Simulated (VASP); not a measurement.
# BiB: relaxation of cell and atoms with PBE

The system is BiB.

```
B Bi
1.0
     0.00000    2.48047    2.48047
     2.48047    0.00000    2.48047
     2.48047    2.48047    0.00000
B Bi
1 1
Cartesian
  0.0000 0.0000 0.0000
  2.4805 2.4805 2.4805
```

The cell was built by a generator and needn't be a form met in nature.

```json
{
 "Program": "VASP 6.6.1",
 "Task": "relaxation of cell and atoms",
 "Functional": "PBE",
 "Potentials or basis": "VASP PAW PBE potentials, release 64 (B, Bi_d)",
 "Cutoff": "600 eV",
 "k mesh": "8 × 8 × 8",
 "Occupations": "fermi-dirac, width 0.02 eV",
 "Spin": "no spin polarisation",
 "Dipole correction": "no",
 "Further INCAR settings": "ALGO = Normal; EDIFF = 1e-06; IBRION = 2; EDIFFG = -0.005; NSW = 80; ISIF = 3"
}
```

The relaxed volume is 18.34 Å³/atom and the relaxed cell is a = 3.730 Å, b = 3.730 Å, c = 3.730 Å, α = 60.00°, β = 60.00°, γ = 60.00°. The space group after relaxing (to 0.05 Å) is Fm-3m (No. 225). The energy gained by relaxing is 189.1 meV/atom and the ionic steps are 3. The pressure after relaxing is 0.0 GPa and the band gap on the k mesh is none (metal or under the smearing width).

The path:
| step | energy change (eV) | largest force (eV/Å) | pressure (GPa) | volume (Å³) |
| --- | --- | --- | --- | --- |
| 1 | 0.0000 | 0.0000 | 23.56 | 30.52 |
| 2 | -0.2505 | 0.0000 | -7.49 | 41.55 |
| 3 | -0.3782 | 0.0000 | -0.02 | 36.69 |

Final structure:
```cif
data_structure
_symmetry_space_group_name_H-M 'P 1'
_symmetry_Int_Tables_number 1
_cell_length_a 3.7298
_cell_length_b 3.7298
_cell_length_c 3.7298
_cell_angle_alpha 60.000
_cell_angle_beta 60.000
_cell_angle_gamma 60.000
_cell_volume 36.69
loop_
_atom_site_label
_atom_site_type_symbol
_atom_site_fract_x
_atom_site_fract_y
_atom_site_fract_z
_atom_site_occupancy
B1 B 0.00000 0.00000 0.00000 1
Bi1 Bi 0.50000 0.50000 0.50000 1
```

Levels at points of the mesh, in eV from the Fermi level:
| k point | band 7 | band 8 | band 9 | band 10 | band 11 | band 12 |
| --- | --- | --- | --- | --- | --- | --- |
| (0.00, 0.00, 0.00) | -0.10 | -0.10 | -0.10 | -0.03 | 6.51 | 6.51 |
| (0.50, 0.00, 0.00) | -8.32 | 1.02 | 1.02 | 1.83 | 1.83 | 2.77 |
| (0.50, 0.50, 0.00) | -6.13 | -4.10 | -2.89 | -2.89 | 4.00 | 8.36 |

Run time: 49 s on 1 thread of AMD EPYC 7R13 Processor (Zen 3), on a shared host, peak memory 0.14 GiB.

Caveat: the volume moved by over 15 % at a fixed basis, so the end points are rough; spin-orbit coupling is left out, which moves the levels of the heavy elements.
